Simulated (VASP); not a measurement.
Input:

```xyz
2
Lattice="1.5854 -2.7460 0.0000 1.5854 2.7460 0.0000 0.0000 0.0000 4.8894" Properties=species:S:1:pos:R:3 pbc="T T T"
Sc     1.5854     0.9153     1.2224
Sc     1.5854    -0.9153     3.6671
```

Calculation: PBE GGA, VASP's PBE PAW potentials (set 64) (plane waves; VASP). Numerical set-up: 500 eV cut-off, 13×13×8 Γ-centred mesh, first-order Methfessel-Paxton smearing of 0.10 eV, potentials Sc_sv.

Energy and stress use the plane-wave basis of the starting cell.

Question: The ions, cell shape and volume at an external pressure of 20.0 GPa are relaxed. Give the cell that the relaxation ends in.

Answer: 
```xyz
2
Lattice="1.5329 -2.6551 0.0000 1.5329 2.6551 0.0000 0.0000 0.0000 4.7259" Properties=species:S:1:pos:R:3 pbc="T T T"
Sc     1.5329     0.8850     1.1815
Sc     1.5329    -0.8850     3.5444
```
Space group P6_3/mmc (194), at a tolerance of 0.03 Å.

Question: How do energy and volume change from the first to the last step?

Answer: The energy (σ→0) changes by +188.7 meV/atom and the volume by -9.6 %, in 4 ionic steps.

The compound is Sc in the hcp structure. This run relaxes it under an external pressure of 20 GPa. Symmetry was kept, so distortions that lower it aren't found.
